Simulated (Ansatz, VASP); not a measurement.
# Cross-check of ZnTeH4N2 between VASP and Ansatz

One calculation is typed for both programs; each brings its own data sets. How far apart do they land? Of the first pair: The structure shown is frame 48 of Ansatz's trajectory.

Method: plane waves, with VASP 6.6.1 beside it; single point at LDA, in Ansatz 0.2.0.

### Step 1. The starting structure

The cell holds 96 atoms: 12 Zn, 12 Te, 48 H and 24 N. Cell: a = 12.667 Å, b = 13.811 Å, c = 7.303 Å, α = 90.0°, β = 98.9°, γ = 90.0°. It derives from ZnTeH4N2 (P2_1), repeated 3×2×1. As first built, before any earlier steps moved the atoms (in the runner's words): ZnTeH4N2, space group P2_1, measured structure (Crystallography Open Database), 3 x 2 x 1 conventional cells; positions as measured; bonds to H set to neutron lengths (C-H 1.089, N-H 1.015, O-H 0.983, B-H 1.19 A) where the measured ones are shorter.

### Step 2. Ansatz: dynamics, LDA

Ansatz runs on its default PAW (the set named soft_2) files.

One frame of this run of dynamics is then solved in both programs, so the motion causes no difference.

The input, input.yaml:

```yaml
crystal:
  lattice:
    - [12.6666, 0.0, 0.0]
    - [0.0, 13.8114, 0.0]
    - [-1.13339, 0.0, 7.21462]
  atoms:
    - { symbol: Zn, position: [0.2556, 0.47775, 0.5505] }
    - { symbol: Zn, position: [0.07773, 0.22775, 0.4495] }
    - { symbol: Te, position: [0.26102, 0.1642, 0.62736] }
    - { symbol: Te, position: [0.07232, 0.4142, 0.37264] }
    - { symbol: H, position: [0.2707, 0.34491, 0.80555] }
    - { symbol: H, position: [0.06264, 0.09491, 0.19445] }
    - { symbol: H, position: [0.01895, 0.43309, 0.88022] }
    - { symbol: H, position: [0.31438, 0.18309, 0.11978] }
    - { symbol: H, position: [0.20057, 0.02509, 0.91762] }
    - { symbol: H, position: [0.13276, 0.27509, 0.08238] }
    - { symbol: H, position: [0.25107, 0.44075, 0.0581] }
    - { symbol: H, position: [0.08227, 0.19075, 0.9419] }
    - { symbol: "N", position: [0.277, 0.418, 0.8168] }
    - { symbol: "N", position: [0.05633, 0.168, 0.1832] }
    - { symbol: "N", position: [0.202, 0.452, 0.9323] }
    - { symbol: "N", position: [0.13133, 0.202, 0.0677] }
    - { symbol: Zn, position: [0.2556, 0.97775, 0.5505] }
    - { symbol: Zn, position: [0.07773, 0.72775, 0.4495] }
    - { symbol: Te, position: [0.26102, 0.6642, 0.62736] }
    - { symbol: Te, position: [0.07232, 0.9142, 0.37264] }
    - { symbol: H, position: [0.2707, 0.84491, 0.80555] }
    - { symbol: H, position: [0.06264, 0.59491, 0.19445] }
    - { symbol: H, position: [0.01895, 0.93309, 0.88022] }
    - { symbol: H, position: [0.31438, 0.68309, 0.11978] }
    - { symbol: H, position: [0.20057, 0.52509, 0.91762] }
    - { symbol: H, position: [0.13276, 0.77509, 0.08238] }
    - { symbol: H, position: [0.25107, 0.94075, 0.0581] }
    - { symbol: H, position: [0.08227, 0.69075, 0.9419] }
    - { symbol: "N", position: [0.277, 0.918, 0.8168] }
    - { symbol: "N", position: [0.05633, 0.668, 0.1832] }
    - { symbol: "N", position: [0.202, 0.952, 0.9323] }
    - { symbol: "N", position: [0.13133, 0.702, 0.0677] }
    - { symbol: Zn, position: [0.58893, 0.47775, 0.5505] }
    - { symbol: Zn, position: [0.41107, 0.22775, 0.4495] }
    - { symbol: Te, position: [0.59435, 0.1642, 0.62736] }
    - { symbol: Te, position: [0.40565, 0.4142, 0.37264] }
    - { symbol: H, position: [0.60403, 0.34491, 0.80555] }
    - { symbol: H, position: [0.39597, 0.09491, 0.19445] }
    - { symbol: H, position: [0.35228, 0.43309, 0.88022] }
    - { symbol: H, position: [0.64772, 0.18309, 0.11978] }
    - { symbol: H, position: [0.5339, 0.02509, 0.91762] }
    - { symbol: H, position: [0.4661, 0.27509, 0.08238] }
    - { symbol: H, position: [0.5844, 0.44075, 0.0581] }
    - { symbol: H, position: [0.4156, 0.19075, 0.9419] }
    - { symbol: "N", position: [0.61033, 0.418, 0.8168] }
    - { symbol: "N", position: [0.38967, 0.168, 0.1832] }
    - { symbol: "N", position: [0.53533, 0.452, 0.9323] }
    - { symbol: "N", position: [0.46467, 0.202, 0.0677] }
    - { symbol: Zn, position: [0.58893, 0.97775, 0.5505] }
    - { symbol: Zn, position: [0.41107, 0.72775, 0.4495] }
    - { symbol: Te, position: [0.59435, 0.6642, 0.62736] }
    - { symbol: Te, position: [0.40565, 0.9142, 0.37264] }
    - { symbol: H, position: [0.60403, 0.84491, 0.80555] }
    - { symbol: H, position: [0.39597, 0.59491, 0.19445] }
    - { symbol: H, position: [0.35228, 0.93309, 0.88022] }
    - { symbol: H, position: [0.64772, 0.68309, 0.11978] }
    - { symbol: H, position: [0.5339, 0.52509, 0.91762] }
    - { symbol: H, position: [0.4661, 0.77509, 0.08238] }
    - { symbol: H, position: [0.5844, 0.94075, 0.0581] }
    - { symbol: H, position: [0.4156, 0.69075, 0.9419] }
    - { symbol: "N", position: [0.61033, 0.918, 0.8168] }
    - { symbol: "N", position: [0.38967, 0.668, 0.1832] }
    - { symbol: "N", position: [0.53533, 0.952, 0.9323] }
    - { symbol: "N", position: [0.46467, 0.702, 0.0677] }
    - { symbol: Zn, position: [0.92227, 0.47775, 0.5505] }
    - { symbol: Zn, position: [0.7444, 0.22775, 0.4495] }
    - { symbol: Te, position: [0.92768, 0.1642, 0.62736] }
    - { symbol: Te, position: [0.73898, 0.4142, 0.37264] }
    - { symbol: H, position: [0.93736, 0.34491, 0.80555] }
    - { symbol: H, position: [0.7293, 0.09491, 0.19445] }
    - { symbol: H, position: [0.68562, 0.43309, 0.88022] }
    - { symbol: H, position: [0.98105, 0.18309, 0.11978] }
    - { symbol: H, position: [0.86724, 0.02509, 0.91762] }
    - { symbol: H, position: [0.79943, 0.27509, 0.08238] }
    - { symbol: H, position: [0.91773, 0.44075, 0.0581] }
    - { symbol: H, position: [0.74893, 0.19075, 0.9419] }
    - { symbol: "N", position: [0.94367, 0.418, 0.8168] }
    - { symbol: "N", position: [0.723, 0.168, 0.1832] }
    - { symbol: "N", position: [0.86867, 0.452, 0.9323] }
    - { symbol: "N", position: [0.798, 0.202, 0.0677] }
    - { symbol: Zn, position: [0.92227, 0.97775, 0.5505] }
    - { symbol: Zn, position: [0.7444, 0.72775, 0.4495] }
    - { symbol: Te, position: [0.92768, 0.6642, 0.62736] }
    - { symbol: Te, position: [0.73898, 0.9142, 0.37264] }
    - { symbol: H, position: [0.93736, 0.84491, 0.80555] }
    - { symbol: H, position: [0.7293, 0.59491, 0.19445] }
    - { symbol: H, position: [0.68562, 0.93309, 0.88022] }
    - { symbol: H, position: [0.98105, 0.68309, 0.11978] }
    - { symbol: H, position: [0.86724, 0.52509, 0.91762] }
    - { symbol: H, position: [0.79943, 0.77509, 0.08238] }
    - { symbol: H, position: [0.91773, 0.94075, 0.0581] }
    - { symbol: H, position: [0.74893, 0.69075, 0.9419] }
    - { symbol: "N", position: [0.94367, 0.918, 0.8168] }
    - { symbol: "N", position: [0.723, 0.668, 0.1832] }
    - { symbol: "N", position: [0.86867, 0.952, 0.9323] }
    - { symbol: "N", position: [0.798, 0.702, 0.0677] }
kpoints:
  mp_grid: { grid: [1, 1, 1] }
hamiltonian:
  xc: lda
scf:
  occupations: { method: fermi_dirac, width: 0.025 }
output:
  forces: true
md:
  timestep: 0.5
  n_steps: 144
  ensemble: nvt_nose_hoover
  temperature: 300
  initial_velocities: maxwell_boltzmann
  seed: 8754
```

Command:

```sh
$ ansatz run input.yaml --threads 4 --pin off --max-ram 15872MiB --backend cpu --events-out ev --progress --plain --runs-dir out
```

Numbers of over 12 decimals in the logs are rounded to 6 here.

Output:

```text
Warning: md: disabling space-group detection — thermal motion breaks the input geometry's symmetry, so no spatial operation reduces the k-mesh or symmetrises the density; time reversal is kept, so that k and −k are solved as one point where they differ and the mesh holds both, and exact exchange and, on two spinor components, a DFT+U term hold to it where the run has them: on two components no moment then forms, and  [...]
Engine: ansatz 0.2.0, aarch64-unknown-linux-gnu
Pseudopotentials: kind: paw
Pseudopotential: Zn, paw, valence charge 12, recommended cutoff 420 eV (normal), Zn.paw.azcp
Pseudopotential: Te, paw, valence charge 16, recommended cutoff 420 eV (normal), Te.paw.azcp
Pseudopotential: H, paw, valence charge 1, recommended cutoff 420 eV (normal), H.paw.azcp
Pseudopotential: N, paw, valence charge 5, recommended cutoff 420 eV (normal), N.paw.azcp
Functional definition: SPW92
  exchange = slater_x
  correlation = pw_c
Crystal: 96 atoms, lattice volume = 1262.151 Å³
Basis set: ecut = 420 eV, 24653 PW (Γ)
Bands: 348, of which v1, the nominal top of the filled ones, is band 252 counted from 1 (251 counted from 0)
Symmetry: 1 space group operations
k-points: 1
Non-local potential: Zn, projectors of the file, l = 0: 2, l = 1: 2, l = 2: 3, l = 3: 1
Non-local potential: Te, projectors of the file, l = 0: 2, l = 1: 2, l = 2: 2, l = 3: 2
Non-local potential: H, projectors of the file, l = 0: 2, l = 1: 1
Non-local potential: N, projectors of the file, l = 0: 2, l = 1: 2, l = 2: 1
PAW form: soft (Blöchl's): semilocal exchange-correlation on the pseudo side does not see the compensation charge
PAW frozen core: Zn, regenerated for the run's functional, and the local potential with it (the file was generated under x = pbe(κ = 0.804, μ = 0.219515), c = pbe(β = 0.066725))
PAW frozen core: Te, regenerated for the run's functional, and the local potential with it (the file was generated under x = pbe(κ = 0.804, μ = 0.219515), c = pbe(β = 0.066725))
PAW frozen core: N, regenerated for the run's functional, and the local potential with it (the file was generated under x = pbe(κ = 0.804, μ = 0.219515), c = pbe(β = 0.066725))
PAW one-centre angular grid: Zn, 590 points (default); XC on 64 Gauss nodes
PAW one-centre angular grid: Te, 590 points (default); XC on 64 Gauss nodes
PAW one-centre angular grid: H, 110 points (default); XC on 64 Gauss nodes
PAW one-centre angular grid: N, 110 points (default); XC on 64 Gauss nodes
Initial density: superposition of atomic densities (neutral atoms: chi_scale 0, normalization atom), corrected by the library's trained network
Initial wavefunctions: pseudopotential atomic-orbital guess
Functional: x = slater, c = lda
SCF iter   1: F=—  HF=-130620.570096 eV  |F-HF|=—  |Δ(HF+E_count)|=         —  Δρ=7.04e-3  dr2=3.52e-1  ethr=1.77e-3  ⟨swp⟩=6.0  Hψ=1501  notcnv=0  defer=64
preconditioner: auto → Resta (q_TF=auto, 2.341 Å⁻¹)  ε∞=3.5  [insulator: Δε(μ)=2.064 eV  Ē_g=12.986 eV  σ=0.025 eV  W_gap=1.00  n_scr=280 (ndim 8)  ℏωp=20.5 eV  f_vac=0.117  D(μ)=0.00/eV (n_scr^D=0)  ε∞_Penn≈3.5]
SCF iter   2: F=—  HF=-130620.465236 eV  |F-HF|=—  |Δ(HF+E_count)|=   1.05e-1  Δρ=3.56e-3  dr2=9.41e-2  ethr=6.99e-5  ⟨swp⟩=2.0  Hψ=414  notcnv=0  defer=92
SCF iter   3: F=—  HF=-130620.445695 eV  |F-HF|=—  |Δ(HF+E_count)|=   1.95e-2  Δρ=1.31e-3  dr2=1.53e-2  ethr=1.87e-5  ⟨swp⟩=2.0  Hψ=440  notcnv=0  defer=92
SCF iter   4: F=—  HF=-130620.438260 eV  |F-HF|=—  |Δ(HF+E_count)|=   7.44e-3  Δρ=3.40e-4  dr2=1.49e-3  ethr=3.03e-6  ⟨swp⟩=2.0  Hψ=386  notcnv=0  defer=92
SCF iter   5: F=—  HF=-130620.438343 eV  |F-HF|=—  |Δ(HF+E_count)|=   8.27e-5  Δρ=1.64e-4  dr2=3.71e-4  ethr=2.95e-7  ⟨swp⟩=2.0  Hψ=508  notcnv=0  defer=92
SCF iter   6: F=—  HF=-130620.438206 eV  |F-HF|=—  |Δ(HF+E_count)|=   1.37e-4  Δρ=4.29e-5  dr2=3.74e-5  ethr=7.36e-8  ⟨swp⟩=2.0  Hψ=436  notcnv=0  defer=92
SCF iter   7: F=—  HF=-130620.438215 eV  |F-HF|=—  |Δ(HF+E_count)|=   8.97e-6  Δρ=2.17e-5  dr2=5.77e-6  ethr=7.43e-9  ⟨swp⟩=2.0  Hψ=508  notcnv=0  defer=92
SCF iter   8: F=—  HF=-130620.438214 eV  |F-HF|=—  |Δ(HF+E_count)|=   9.47e-7  Δρ=8.38e-6  dr2=9.24e-7  ethr=1.14e-9  ⟨swp⟩=2.0  Hψ=508  notcnv=0  defer=92
SCF iter   9: F=—  HF=-130620.438214 eV  |F-HF|=—  |Δ(HF+E_count)|=   5.91e-8  Δρ=3.74e-6  dr2=1.52e-7  ethr=1.83e-10  ⟨swp⟩=2.0  Hψ=445  notcnv=0  defer=92
SCF iter  10: F=-130620.438214 eV  HF=-130620.438214 eV  |F-HF|=2.56e-9  |Δ(HF+E_count)|=   2.33e-8  Δρ=7.23e-7  dr2=7.73e-9  ethr=1.90e-11  ⟨swp⟩=4.0  Hψ=1005  notcnv=0
[...]
automatic band count: iteration 1 solves 292 bands in place of 348: the levels show a gap, and the empty bands left out lie too high to hold charge; the band table lists the bands solved (type scf.n_extra_bands for more)
md step   141: t =    70.50 fs  T =   231.9 K  F+E_penalty+E_count = -130619.49359177 eV  E_kin = 2.848270 eV  conserved = -130616.74945790 eV  (4 SCF iters)
[...]
md step   142: t =    71.00 fs  T =   235.5 K  F+E_penalty+E_count = -130619.53563522 eV  E_kin = 2.891615 eV  conserved = -130616.75075248 eV  (4 SCF iters)
[...]
md step   143: t =    71.50 fs  T =   238.9 K  F+E_penalty+E_count = -130619.57676036 eV  E_kin = 2.933900 eV  conserved = -130616.75226564 eV  (5 SCF iters)
[...]
md step   144: t =    72.00 fs  T =   240.5 K  F+E_penalty+E_count = -130619.59468024 eV  E_kin = 2.953204 eV  conserved = -130616.75361946 eV  (8 SCF iters)
SCF converged after 8 iterations
Free energy (F): -130619.594680 eV
Harris-Foulkes:  -130619.594680 eV  (|F-HF|=5.82e-10)
Internal energy: -130619.594680 eV  (E = F + TS)
E sigma→0 (E₀):  -130619.594680 eV
Fermi energy:    5.202112 eV
--- Per-component energies (eV) ---
  E_band       = -4945.633686
  E_kinetic    = 7535.440339
  E_local      = -57045.476333  (includes V_loc(G=0)·N_el)
  E_nonlocal   = 4959.277805
  E_hartree    = 26867.251811
  E_xc         = -4923.173557
  E_vxc        = -4226.146405  (∫ρ·V_xc dr)
  E_paw        = -78069.560138  (= ΣΔE_a)
  E_vpaw       = -9903.166484  (= ΣTr[D̂ρ^β])
  E_aug_tail   = -0.063356  (compensation charges beyond the density's cutoff)
  E_ewald      = -29972.041939
  E_core_change = 28.750687  (= ΣΔE_core)
  E_smearing   = -0.000000  (= −TS)
  E_closure    = -0.000000  (closes the sum)
  Σ components = -130619.594680   (vs F -130619.594680, Δ=0.00e0)
--- Forces (eV/Å), atoms counted from 1 ---
  atom   1  Zn     0.11073614    -0.38446286     0.15173964
  atom   2  Zn     0.17887019     0.29344990     0.26905365
  atom   3  Te    -0.36500627    -0.38269629    -0.48906676
  atom   4  Te     0.20034966    -0.53741358     0.17532032
  atom   5  H      0.00207128    -0.71805231    -0.18322725
  atom   6  H      0.40515006    -0.55199314    -0.10713970
  atom   7  H     -0.56926825     0.14592574    -0.61552588
  atom   8  H     -0.48111638     0.03974104    -0.25860569
  atom   9  H      0.26580931     0.48506250    -0.67983785
  atom  10  H     -0.16016917     0.77196096     0.60929083
  atom  11  H      0.12684205    -0.14637471     0.27367339
  atom  12  H     -0.21824122    -0.40112825     0.37792663
  atom  13  N     -2.00137274     1.54189070     0.43381415
  atom  14  N     -0.10302663     2.00070220    -1.56928785
  atom  15  N      1.12738335    -1.37630734    -0.66651007
  atom  16  N     -0.85080275    -1.73535638    -0.05352039
  atom  17  Zn     0.46504177     0.63066211     0.29720023
  atom  18  Zn    -0.03025291     0.17377001    -0.13208489
  atom  19  Te    -0.35133635     0.24312947     0.08792441
  atom  20  Te     0.23419745    -0.40685711    -0.17332358
  atom  21  H     -0.49230956    -0.00757236     0.68230020
  atom  22  H      0.36917117     0.11177323    -0.56016886
  atom  23  H     -1.12804994     0.10256909    -0.21872016
  atom  24  H      0.12191350     0.30841374    -0.42108848
[...]
atom  89  H     -0.06193005     1.49675685    -0.50797212
  atom  90  H     -0.17063714     0.50554957     0.46524708
  atom  91  H      0.00081830    -0.19529191    -0.07364202
  atom  92  H     -0.28108240    -0.30225559    -0.05694719
  atom  93  N     -0.60829722     0.39494634     0.36049900
  atom  94  N      0.83274995     1.05701375    -1.24140617
  atom  95  N      1.16854199    -1.41740441    -0.69827711
  atom  96  N     -0.98647749    -1.47331628     1.09717775
  max |Σ_I F_I| component: 8.04e-5 eV/Å
--- MD trajectory: 144 steps, t = 0.0 → 72.0 fs ---
  final state: T = 240.5 K   F+E_penalty+E_count = -130619.59468024 eV   E_kin = 2.953204 eV
  conserved energy: peak-to-peak 9.794e-3 eV (1.020e-4 eV/atom) over 72.0 fs
```

The column dr2 measures how far the density is from self-consistency, as an energy; F and HF (Harris–Foulkes) agree once it is small.

### Step 3. VASP: single point, LDA, pair 1

The same cell, functional (in two slightly different forms), mesh and smearing now go to VASP, with its own data sets.

Lines of VASP's logs that name or quote its potential files are left out, and so is its time.

The input, INCAR:

```
SYSTEM = ZnTeH4N2
PREC = Accurate
ENCUT = 520
EDIFF = 1E-06
NELM = 120
ISMEAR = -1
SIGMA = 0.025
LREAL = Auto
ALGO = Normal
GGA = PW92
NBANDS = 264
LORBIT = 11
LWAVE = .FALSE.
LCHARG = .FALSE.
ISIF = 2
LASPH = .TRUE.
GGA_COMPAT = .FALSE.
EFERMI = MIDGAP
NCORE = 2
```

The input, POSCAR:

```
ZnTeH4N2
1.0
   12.6666000000      0.0000000000      0.0000000000
    0.0000000000     13.8114000000      0.0000000000
   -1.1333900000      0.0000000000      7.2146200000
Zn Te H N
12 12 48 24
Direct
    0.2537105832      0.4794010745      0.5513110878
    0.0706465740      0.2189712846      0.4322888801
    0.2480289945      0.9727471509      0.5491349510
    0.0770807401      0.7253138711      0.4479931029
    0.5889488674      0.4768452148      0.5535426675
    0.4092590583      0.2320546795      0.4440843731
    0.5937718673      0.9781919284      0.5505348861
    0.4057075621      0.7319895159      0.4515968963
    0.9235073801      0.4775692544      0.5484419138
    0.7500459423      0.2308744950      0.4576817629
    0.9295691663      0.9743545187      0.5588374717
    0.7468316392      0.7301794170      0.4491989876
    0.2610227583      0.1661815602      0.6309133399
    0.0701828657      0.4148819091      0.3664919289
    0.2624558536      0.6627496126      0.6236364493
    0.0726000358      0.9147081397      0.3744479959
    0.5911714345      0.1622427849      0.6230265766
    0.3979088872      0.4102046136      0.3745866033
    0.5949091626      0.6654720014      0.6272125212
    0.4034919238      0.9154104580      0.3760142599
    0.9307754618      0.1595348770      0.6363744729
    0.7447919101      0.4201601576      0.3705531268
    0.9269660392      0.6640746050      0.6308578969
    0.7403649408      0.9157579970      0.3716342649
    0.2495893550      0.3586819584      0.7654457199
    0.0737476050      0.0939224119      0.2211343078
    0.0256578062      0.4269516486      0.8757772412
    0.3106858478      0.1735378021      0.1175529688
    0.1833988804      0.0250734900      0.9048432211
    0.1505332394      0.2699726313      0.0891523046
[... 60 atom lines left out ...]
    0.8720664969      0.4603443532      0.9215869997
    0.7914707135      0.2010006227      0.0720342859
    0.9514768907      0.9181835295      0.8162037640
    0.7269382730      0.6693962958      0.1809935936
    0.8840351344      0.9550371432      0.9285589539
    0.7916495061      0.6989660715      0.0580626561
```

The input, KPOINTS:

```
Automatic mesh
0
Gamma
1 1 1
0 0 0
```

Potentials, in the order of the species: Zn, Te, H and N (LDA family, release 64).

Command:

```sh
$ mpirun -np 8 vasp_gam
```

Output:

```text
[banner, memory and clock lines left out]
running    8 mpi-ranks, on    1 nodes
[...]
|                                                                             |
|               ----> ADVICE to this user running VASP <----                  |
|                                                                             |
|     You enforced a specific xc type in the INCAR file but a different       |
|     [... a line on the potential file left out ...]
|     I HOPE YOU KNOW WHAT YOU ARE DOING!                                     |
|                                                                             |

 LDA part: xc-table for (Slater(with rela. corr.)+PW92), standard interpolation
 POSCAR, INCAR and KPOINTS ok, starting setup
[...]
entering main loop
       N       E                     dE             d eps       ncg     rms          rms(c)
DAV:   1     0.440822913342E+04    0.44082E+04   -0.17541E+05   528   0.158E+03
DAV:   2     0.372773244675E+03   -0.40355E+04   -0.37993E+04   584   0.399E+02
DAV:   3    -0.443370363480E+03   -0.81614E+03   -0.78474E+03   592   0.188E+02
DAV:   4    -0.508732578331E+03   -0.65362E+02   -0.64528E+02   632   0.552E+01
[...]
DAV:  15    -0.470625059763E+03   -0.14974E-04   -0.85598E-05   728   0.396E-02    0.208E-02
DAV:  16    -0.470625063974E+03   -0.42117E-05   -0.24435E-05   704   0.300E-02    0.660E-03
DAV:  17    -0.470625064964E+03   -0.98947E-06   -0.67164E-06   608   0.999E-03
   1 F= -.47062506E+03 E0= -.47062506E+03  d E =-.243102E-17
```

Parts of OUTCAR (step 3):

```text
  FREE ENERGIE OF THE ION-ELECTRON SYSTEM (eV)
  ---------------------------------------------------
  free  energy   TOTEN  =      -470.6250649637 eV

  energy  without entropy=     -470.6250649637  energy(sigma->0) =     -470.62506496
```

The run ends at a pressure of -1.67 GPa, with forces up to 3.0 eV/Å.

### Step 4. Differences

Known differences besides the potentials themselves: the data sets hold 504 valence electrons in Ansatz (on its default PAW (the set named soft_2) files) and 384 in VASP; the cutoff is 420 eV in Ansatz and 520 eV in VASP (PREC = Accurate, projectors in real space); VASP's log shows a relativistic correction to its local exchange, Ansatz's none. Total energies have different zeros and are not compared.

Forces on 9 of the 96 atoms, those with the largest forces and the largest differences (eV/Å; atoms numbered as in POSCAR):

| atom | Ansatz x, y, z | VASP x, y, z |
| --- | --- | --- |
| N73 | 1.573, -0.913, -1.838 | 1.620, -0.966, -1.882 |
| N74 | 1.185, -1.643, 1.698 | 1.120, -1.690, 1.714 |
| N79 | -1.197, 0.648, 1.400 | -1.261, 0.699, 1.449 |
| N81 | -0.365, -0.624, -1.928 | -0.305, -0.683, -1.982 |
| N82 | -2.440, 0.723, 0.360 | -2.478, 0.662, 0.413 |
| N83 | -1.444, 0.119, 1.823 | -1.500, 0.190, 1.870 |
| N86 | -1.113, -2.075, 1.732 | -1.191, -2.101, 1.791 |
| N88 | 0.358, -0.244, -1.290 | 0.447, -0.200, -1.346 |
| N95 | -1.264, 0.070, 1.366 | -1.326, 0.139, 1.418 |

The forces differ by 31 meV/Å r.m.s., which is 4.6 % of the r.m.s. force of 0.669 eV/Å (both taken over all components).

(Continued in part 2 of 2.)

[Lines on the potential files, build, host, timing and source positions are cut from VASP's logs without a mark.]

[Logs are printed without paths, hosts, clocks, repeated set-up lines and the standing remarks that a program may print on its own settings, such as how far it seeks lower states.]

[Hosts, paths, dates, database ids (printed as entryN), source tags and the programs' standing remarks are cut or masked in the printed files.]
